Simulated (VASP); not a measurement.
Output of a VASP run:

OSZICAR:
```
       N       E                     dE             d eps       ncg     rms          rms(c)
DAV:   1     0.747114105066E+02    0.74711E+02   -0.71116E+03  1638   0.993E+02
DAV:   2    -0.673691529318E+01   -0.81448E+02   -0.77651E+02  1650   0.303E+02
DAV:   3    -0.765573123636E+01   -0.91882E+00   -0.91576E+00  1836   0.369E+01
DAV:   4    -0.766027218015E+01   -0.45409E-02   -0.45407E-02  1710   0.258E+00
DAV:   5    -0.766033197341E+01   -0.59793E-04   -0.59792E-04  1837   0.269E-01    0.119E+01
DAV:   6    -0.721080245458E+01    0.44953E+00   -0.93606E-01  1638   0.148E+01    0.459E+00
DAV:   7    -0.718596189177E+01    0.24841E-01   -0.31070E-02  1812   0.241E+00    0.195E+00
DAV:   8    -0.718170980598E+01    0.42521E-02   -0.36755E-03  1647   0.985E-01    0.240E-01
DAV:   9    -0.718159834147E+01    0.11146E-03   -0.59328E-05  1872   0.118E-01    0.137E-02
DAV:  10    -0.718160299455E+01   -0.46531E-05   -0.17133E-06  1495   0.169E-02    0.187E-03
DAV:  11    -0.718160297824E+01    0.16308E-07   -0.16862E-07   933   0.613E-03
   1 F= -.71816030E+01 E0= -.71723194E+01  d E =-.185671E-01
```

OUTCAR:
```
------------------------ aborting loop because EDIFF is reached ----------------------------------------
  FORCE on cell =-STRESS in cart. coord.  units (eV):
  Direction    XX          YY          ZZ          XY          YZ          ZX
  --------------------------------------------------------------------------------------
  Total        2.2372652      2.2372652      2.2372652      0.0000000      0.0000000      0.0000000
  in kB      278.7029377    278.7029377    278.7029377      0.0000000      0.0000000      0.0000000
  external PRESSURE =     278.7029377 kB  Pullay stress =       0.0000000 kB
  volume of cell :       12.86
      direct lattice vectors                 reciprocal lattice vectors
     0.000000000  1.859597000  1.859597000    -0.268875461  0.268875461  0.268875461
     1.859597000  0.000000000  1.859597000     0.268875461 -0.268875461  0.268875461
     1.859597000  1.859597000  0.000000000     0.268875461  0.268875461 -0.268875461
 POSITION                                       TOTAL-FORCE (eV/Angst)
 -----------------------------------------------------------------------------------
      0.00000      0.00000      0.00000        -0.000000      0.000000      0.000000
 -----------------------------------------------------------------------------------
    total drift:                                0.000000      0.000000      0.000000
  FREE ENERGIE OF THE ION-ELECTRON SYSTEM (eV)
  ---------------------------------------------------
  free  energy   TOTEN  =        -7.1816029782 eV

  energy  without entropy=       -7.1630359177  energy(sigma->0) =       -7.17231945
```
(Selected blocks of OUTCAR.)

File POSCAR:
```
Rh
1
    0.0000000000     1.8595970000     1.8595970000
    1.8595970000     0.0000000000     1.8595970000
    1.8595970000     1.8595970000     0.0000000000
Rh
1
Direct
  0.0000000000   0.0000000000   0.0000000000
```

Q: Reconstruct the remaining input files.

A: One answer among several that fit: the input of the run itself, PBE GGA, plane waves, VASP's PBE PAW potentials (set 64).

KPOINTS:
```
Automatic mesh
0
Gamma
12 12 12
0 0 0
```

### INCAR
```
ENCUT=300
LWAVE=.False.
LASPH=.True.   # aspherical one-centre terms
EDIFF=1E-6   # SCF stop (eV)
LREAL=.False.
ALGO=Normal   # blocked Davidson
SYSTEM=Rh
SIGMA=0.2
LMAXMIX=4
ISMEAR=0   # Gaussian
LCHARG=.False.
PREC=Accurate
GGA=PE   # PBE
NELM=100   # most electronic steps
ISIF=2   # forces and stress, cell fixed
```

POTCAR, in this order: Rh_pv (PBE.64 set). Program: vasp_std.

At this cut-off the stress carries a Pulay error, which pulls relaxed volumes low.

The structure comes from a computed database's Rh entry; how it stands against other phases isn't given here. The cell was not relaxed at this level.
